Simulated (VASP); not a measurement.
# CeO2 (Cerianite): input slips in a phonon run and what they do, part 2 of 2

Some phonon runs on CeO2 (Cerianite) get a fault in the input on purpose. Which of them show, and how? The starting structure is a measured crystal structure from the Crystallography Open Database.

VASP 6.6.1.

Results so far: reference T2g 460.9 cm⁻¹.

### Step 3. Modes with a structure that was not relaxed

Level of this step: LDA, DFT+U (Ce f 6 eV), spin-polarised from a ferromagnetic start; plane waves and PAW (Ce, O) (VASP).

A slip made on purpose: a structure that was not relaxed. Against step 2 the input has another starting structure (also changed: NELM).

INCAR

```
SYSTEM = CeO2
PREC = Accurate
ENCUT = 520
EDIFF = 1E-08
NELM = 60
ISMEAR = 0
SIGMA = 0.03
LREAL = .FALSE.
ALGO = Normal
GGA = CA
NBANDS = 19
ISPIN = 2
MAGMOM = 1 0 0
LDAU = .TRUE.
LDAUTYPE = 2
LDAUL = 3 -1
LDAUU = 6 0
LDAUJ = 0 0
LDAUPRINT = 1
LASPH = .TRUE.
LMAXMIX = 6
LORBIT = 11
LWAVE = .FALSE.
LCHARG = .FALSE.
KPAR = 2
IBRION = 6
NFREE = 2
POTIM = 0.015
NSW = 1
ISIF = 2
```

POSCAR

```
CeO2
1.0
    0.0000000000      2.7055000000      2.7055000000
    2.7055000000      0.0000000000      2.7055000000
    2.7055000000      2.7055000000      0.0000000000
Ce O
1 2
Direct
    0.0000000000      0.0000000000      0.0000000000
    0.7500000000      0.7500000000      0.7500000000
    0.2500000000      0.2500000000      0.2500000000
```

KPOINTS

```
Automatic mesh
0
Gamma
8 8 8
0 0 0
```

The projector-augmented-wave data sets are Ce and O (LDA family, release 64).

Command:

```bash
$ mpirun -np 2 vasp_std
```

The log of the run:

```text
[... set-up lines as in an earlier step ...]
 entering main loop
       N       E                     dE             d eps       ncg     rms          rms(c)
DAV:   1     0.246572303774E+03    0.24657E+03   -0.11074E+04  2228   0.150E+03
DAV:   2     0.195949589849E+01   -0.24461E+03   -0.21510E+03  2913   0.294E+02
DAV:   3    -0.321120773781E+02   -0.34072E+02   -0.31990E+02  2483   0.141E+02
DAV:   4    -0.332055571296E+02   -0.10935E+01   -0.10923E+01  3447   0.232E+01
[...]
DAV:  22    -0.264987218509E+02   -0.88263E-07   -0.72263E-07  3110   0.790E-03    0.894E-02
DAV:  23    -0.264987217913E+02    0.59592E-07   -0.19089E-07  2976   0.501E-03    0.226E-02
DAV:  24    -0.264987217911E+02    0.19463E-09   -0.16594E-08  1864   0.933E-04
   1 F= -.26498722E+02 E0= -.26498722E+02  d E =-.259789E-12  mag=     0.0000
[...]
2 F= -.26497669E+02 E0= -.26497669E+02  d E =-.213291E-12  mag=     0.0000
[...]
3 F= -.26497669E+02 E0= -.26497669E+02  d E =-.213515E-12  mag=    -0.0000
[...]
4 F= -.26497752E+02 E0= -.26497752E+02  d E =-.376264E-12  mag=    -0.0000
[...]
5 F= -.26497752E+02 E0= -.26497752E+02  d E =-.380016E-12  mag=    -0.0000
 Finite differences progress:
  Degree of freedom:   2/  2
  Displacement:        2/  2
  Total:               4/  4
```

It took 4.8 min on 2 MPI ranks of Intel Xeon Platinum 8488C (Sapphire Rapids), shared host; peak memory 0.61 GiB.

OUTCAR, selected parts (step 3):

```text
  Total        0.1398953      0.1377583      0.1377583      0.0000000     -0.0599624      0.0000000
  in kB        5.6590174      5.5725747      5.5725747      0.0000000     -2.4255885      0.0000000
  external PRESSURE =       5.6013889 kB  Pullay stress =       0.0000000 kB

 POSITION                                       TOTAL-FORCE (eV/Angst)
 -----------------------------------------------------------------------------------
      0.00000      0.00000      0.00000        -0.069983      0.000000      0.000000
      4.04325      4.05825      4.05825         0.129482     -0.000000     -0.000000
      1.35275      1.35275      1.35275        -0.059499     -0.000000     -0.000000
 -----------------------------------------------------------------------------------
    total drift:                               -0.000319      0.000001      0.000001

  FREE ENERGIE OF THE ION-ELECTRON SYSTEM (eV)
  ---------------------------------------------------
  free  energy   TOTEN  =       -26.4977520532 eV

  energy  without entropy=      -26.4977520532  energy(sigma->0) =      -26.49775205

 magnetization (x)
# of ion       s       p       d       f       tot
--------------------------------------------------
    1       -0.000  -0.000   0.000  -0.000  -0.000
    2       -0.000  -0.000   0.000   0.000  -0.000
    3       -0.000  -0.000   0.000   0.000  -0.000
--------------------------------------------------
tot         -0.000  -0.000   0.000  -0.000  -0.000

[... 1 part as in an earlier step ...]

[... 2 further parts left out ...]
[key lines of the parts left out:]
E-fermi :   5.4982
```

The last energy, forces and stress in OUTCAR belong to the last displaced cell, not to that of POSCAR.

With a structure that was not relaxed the modes are T2g 462.8, T1u 312.3 cm⁻¹; the largest shift is +2.3 cm⁻¹, in T1u, from the reference.

### Step 4. Modes with one-sided displacements

A slip made on purpose: one-sided displacements. Against step 2 the input has NFREE = 1 (also changed: NELM).

INCAR: that of step 3 with these lines changed.

```diff
@@ -26,3 +26,3 @@
 IBRION = 6
-NFREE = 2
+NFREE = 1
 POTIM = 0.015
```

POSCAR

```
CeO2
1.0
    0.0000000000      2.7077996972      2.7077996972
    2.7077996972      0.0000000000      2.7077996972
    2.7077996972      2.7077996972      0.0000000000
Ce O
1 2
Direct
    0.0000000000      0.0000000000      0.0000000000
    0.7500000000      0.7500000000      0.7500000000
    0.2500000000      0.2500000000      0.2500000000
```

KPOINTS is that of step 3.

Command:

```bash
$ mpirun -np 2 vasp_std
```

The log of the run:

```text
[... set-up lines as in an earlier step ...]
 entering main loop
       N       E                     dE             d eps       ncg     rms          rms(c)
[... 23 cycles as in an earlier step ...]
   1 F= -.26499033E+02 E0= -.26499033E+02  d E =-.104290E-10  mag=    -0.0000
 Found     2 degrees of freedom:
 Finite differences POTIM= 0.01500 DOF=   2
[...]
N       E                     dE             d eps       ncg     rms          rms(c)
[... 9 cycles as in an earlier step ...]
   2 F= -.26497995E+02 E0= -.26497995E+02  d E =-.869475E-11  mag=    -0.0000
 Finite differences progress:
  Degree of freedom:   1/  2
  Displacement:        1/  1
  Total:               1/  2
[...]
N       E                     dE             d eps       ncg     rms          rms(c)
DAV:   1    -0.264926081468E+02    0.53873E-02   -0.21244E+00  7220   0.105E+01    0.416E+00
DAV:   2    -0.264979865135E+02   -0.53784E-02   -0.59706E-02 10432   0.200E+00    0.521E+00
DAV:   3    -0.264987690914E+02   -0.78258E-03   -0.49522E-03 10684   0.310E-01    0.657E+00
DAV:   4    -0.264981076212E+02    0.66147E-03   -0.17869E-03  8260   0.353E-01    0.682E-01
[...]
DAV:  14    -0.264980731422E+02    0.20244E-07   -0.55174E-08  8100   0.169E-03    0.577E-02
DAV:  15    -0.264980731238E+02    0.18354E-07   -0.28058E-08  6518   0.131E-03    0.238E-02
DAV:  16    -0.264980731174E+02    0.63992E-08   -0.67637E-09  3640   0.714E-04
   3 F= -.26498073E+02 E0= -.26498073E+02  d E =-.349930E-31  mag=     0.0000
 Finite differences progress:
  Degree of freedom:   2/  2
  Displacement:        1/  1
  Total:               2/  2
```

Run time: 2.7 min. Hardware: 2 MPI ranks; peak memory 0.53 GiB; 5.2 min of CPU time.

OUTCAR, selected parts (step 4):

```text
  Total        0.0041601      0.0019623      0.0019623      0.0000000      0.0584363      0.0000000
  in kB        0.1678537      0.0791773      0.0791773      0.0000000      2.3578366      0.0000000
  external PRESSURE =       0.1087361 kB  Pullay stress =       0.0000000 kB

 POSITION                                       TOTAL-FORCE (eV/Angst)
 -----------------------------------------------------------------------------------
      0.00000      0.00000      0.00000         0.069153     -0.000000     -0.000000
      4.07670      4.06170      4.06170        -0.128315      0.000000      0.000000
      1.35390      1.35390      1.35390         0.059162     -0.000000     -0.000000
 -----------------------------------------------------------------------------------
    total drift:                                0.000497     -0.000001     -0.000001

  FREE ENERGIE OF THE ION-ELECTRON SYSTEM (eV)
  ---------------------------------------------------
  free  energy   TOTEN  =       -26.4980731174 eV

  energy  without entropy=      -26.4980731174  energy(sigma->0) =      -26.49807312

 magnetization (x)
# of ion       s       p       d       f       tot
--------------------------------------------------
    1       -0.000  -0.000   0.000   0.000   0.000
    2       -0.000  -0.000   0.000   0.000  -0.000
    3       -0.000  -0.000   0.000   0.000  -0.000
--------------------------------------------------
tot         -0.000  -0.000   0.000   0.000  -0.000

[... 2 parts as in an earlier step ...]

[... 1 further part left out ...]
[key lines of the parts left out:]
E-fermi :   5.5759
```

With one-sided displacements the modes are T2g 460.9, T1u 310.2 cm⁻¹; the largest shift is +0.2 cm⁻¹, in T1u, from the reference.

### Step 5. Modes with a displacement typed far too large

A slip made on purpose: a displacement typed far too large. Against step 2 the input has POTIM = 0.25 (also changed: NELM).

INCAR: that of step 4 with these lines changed.

```diff
@@ -26,4 +26,4 @@
 IBRION = 6
-NFREE = 1
-POTIM = 0.015
+NFREE = 2
+POTIM = 0.25
 NSW = 1
```

POSCAR is that of step 4.

KPOINTS is that of step 4.

Command:

```bash
$ mpirun -np 2 vasp_std
```

The log of the run:

```text
[... set-up lines as in an earlier step ...]
 entering main loop
       N       E                     dE             d eps       ncg     rms          rms(c)
[... 23 cycles as in an earlier step ...]
   1 F= -.26499033E+02 E0= -.26499033E+02  d E =-.104290E-10  mag=    -0.0000
[...]
2 F= -.26497995E+02 E0= -.26497995E+02  d E =-.869475E-11  mag=    -0.0000
[...]
3 F= -.26497995E+02 E0= -.26497995E+02  d E =-.870208E-11  mag=     0.0000
[...]
4 F= -.26498073E+02 E0= -.26498073E+02  d E =-.356548E-31  mag=     0.0000
[...]
5 F= -.26498073E+02 E0= -.26498073E+02  d E =-.363673E-31  mag=    -0.0000
 Finite differences progress:
  Degree of freedom:   2/  2
  Displacement:        2/  2
  Total:               4/  4
```

It took 4.8 min on 2 MPI ranks; peak memory 0.61 GiB.

Parts of OUTCAR (step 5):

```text
[... 7 parts as in an earlier step ...]

[... 1 further part left out ...]
[key lines of the parts left out:]
E-fermi :   5.5759
```

With a displacement typed far too large the modes are T2g 460.9, T1u 310.0 cm⁻¹, as with the reference.

### Step 6. Modes with spin polarisation switched off

A slip made on purpose: spin polarisation switched off. Against step 2 the input has no ISPIN, no MAGMOM and another starting structure (also changed: NBANDS). The cell comes from a relaxation at this level, not shown (39.71 Å³).

INCAR: that of step 5 with these lines changed.

```diff
@@ -4,3 +4,3 @@
 EDIFF = 1E-08
-NELM = 60
+NELM = 100
 ISMEAR = 0
@@ -10,5 +10,3 @@
 GGA = CA
-NBANDS = 19
-ISPIN = 2
-MAGMOM = 1 0 0
+NBANDS = 18
 LDAU = .TRUE.
@@ -27,3 +25,3 @@
 NFREE = 2
-POTIM = 0.25
+POTIM = 0.015
 NSW = 1
```

POSCAR

```
CeO2
1.0
    0.0000000000      2.7078091988      2.7078091988
    2.7078091988      0.0000000000      2.7078091988
    2.7078091988      2.7078091988      0.0000000000
Ce O
1 2
Direct
    0.0000000000      0.0000000000      0.0000000000
    0.7500000000      0.7500000000      0.7500000000
    0.2500000000      0.2500000000      0.2500000000
```

KPOINTS is that of step 5.

Command:

```bash
$ mpirun -np 2 vasp_std
```

The log of the run:

```text
[... set-up lines as in an earlier step ...]
 entering main loop
       N       E                     dE             d eps       ncg     rms          rms(c)
DAV:   1     0.239312464224E+03    0.23931E+03   -0.11650E+04  1068   0.163E+03
DAV:   2     0.422578580457E+01   -0.23509E+03   -0.21350E+03  1456   0.290E+02
DAV:   3    -0.320656258628E+02   -0.36291E+02   -0.30344E+02  1228   0.142E+02
DAV:   4    -0.332912619183E+02   -0.12256E+01   -0.12247E+01  1564   0.260E+01
[...]
DAV:  20    -0.264990333385E+02    0.27748E-05   -0.13391E-05  1560   0.262E-02    0.459E-02
DAV:  21    -0.264990332837E+02    0.54872E-07   -0.19370E-06  1648   0.982E-03    0.104E-02
DAV:  22    -0.264990332880E+02   -0.43779E-08   -0.67280E-08  1540   0.191E-03
   1 F= -.26499033E+02 E0= -.26499033E+02  d E =-.102044E-10
[...]
2 F= -.26497996E+02 E0= -.26497996E+02  d E =-.892834E-11
[...]
3 F= -.26497996E+02 E0= -.26497996E+02  d E =-.897763E-11
[...]
4 F= -.26498073E+02 E0= -.26498073E+02  d E =-.367745E-31
[...]
5 F= -.26498073E+02 E0= -.26498073E+02  d E =-.362818E-31
 Finite differences progress:
  Degree of freedom:   2/  2
  Displacement:        2/  2
  Total:               4/  4
```

Elapsed: 2.7 min, on 2 MPI ranks; peak memory 0.46 GiB; 5.3 min of CPU time.

From OUTCAR (step 6):

```text
  Total        0.0031944      0.0010578      0.0010578      0.0000000     -0.0586235      0.0000000
  in kB        0.1288909      0.0426794      0.0426794      0.0000000     -2.3653660      0.0000000
  external PRESSURE =       0.0714166 kB  Pullay stress =       0.0000000 kB

 POSITION                                       TOTAL-FORCE (eV/Angst)
 -----------------------------------------------------------------------------------
      0.00000      0.00000      0.00000        -0.069006      0.000000      0.000000
      4.04671      4.06171      4.06171         0.128333      0.000000      0.000000
      1.35390      1.35390      1.35390        -0.059326      0.000000      0.000000
 -----------------------------------------------------------------------------------
    total drift:                               -0.000125      0.000001      0.000001

  FREE ENERGIE OF THE ION-ELECTRON SYSTEM (eV)
  ---------------------------------------------------
  free  energy   TOTEN  =       -26.4980731588 eV

  energy  without entropy=      -26.4980731588  energy(sigma->0) =      -26.49807316

[... 3 further parts left out ...]
[key lines of the parts left out:]
E-fermi :   5.5757
```

With spin polarisation switched off the modes are T2g 461.0, T1u 310.0 cm⁻¹; the largest shift is +0.1 cm⁻¹, in T2g, from the reference.

### Step 7. The runs compared

| run | T2g | T1u | core minutes |
| --- | --- | --- | --- |
| reference | 460.9 | 310.0 | 10.2 |
| a structure that was not relaxed | 462.8 | 312.3 | 9.54 |
| one-sided displacements | 460.9 | 310.2 | 5.47 |
| a displacement typed far too large | 460.9 | 310.0 | 9.64 |
| spin polarisation switched off | 461.0 | 310.0 | 5.34 |

Modes are in cm⁻¹, degenerate ones as one, matched between runs by symmetry and order. A number in brackets counts the listed modes of one symmetry from the lowest. The symmetry labels come from an automatic analysis and can be wrong where levels nearly coincide. Core minutes are wall time times ranks of the run shown, on a shared host.

### Step 8. Summary of results

| Item | Value |
| --- | --- |
| T2g, reference | 460.9 cm⁻¹ |
| T1u, reference | 310.0 cm⁻¹ |
| T2g, a structure that was not relaxed | 462.8 cm⁻¹ |
| T1u, a structure that was not relaxed | 312.3 cm⁻¹ |
| T2g, one-sided displacements | 460.9 cm⁻¹ |
| T1u, one-sided displacements | 310.2 cm⁻¹ |
| T2g, a displacement typed far too large | 460.9 cm⁻¹ |
| T1u, a displacement typed far too large | 310.0 cm⁻¹ |
| T2g, spin polarisation switched off | 461.0 cm⁻¹ |
| T1u, spin polarisation switched off | 310.0 cm⁻¹ |

**Reading.** Finished, but with signs in the output that stand out against the reference: a structure that was not relaxed, with modes off by up to +2.3 cm⁻¹, in T1u (signs: a pressure of 0.5 GPa on the undisplaced cell). Little came of one-sided displacements and spin polarisation switched off in this material. The reference holds hardly any moment itself, so leaving spin out changes little against it; other magnetic starts weren't tried. The displacement typed far too large never took effect: VASP put its default in its place. The frequencies are harmonic, and the splitting of polar modes by their long-range field is left out. Further runs on this material are not shown.

[Lines on the potential files, build, host, timing and source positions are cut from VASP's logs without a mark.]

[Logs are printed without paths, hosts, clocks, repeated set-up lines and the standing remarks that a program may print on its own settings, such as how far it seeks lower states.]

[Hosts, paths, dates, database ids (printed as entryN), source tags and the programs' standing remarks are cut or masked in the printed files.]
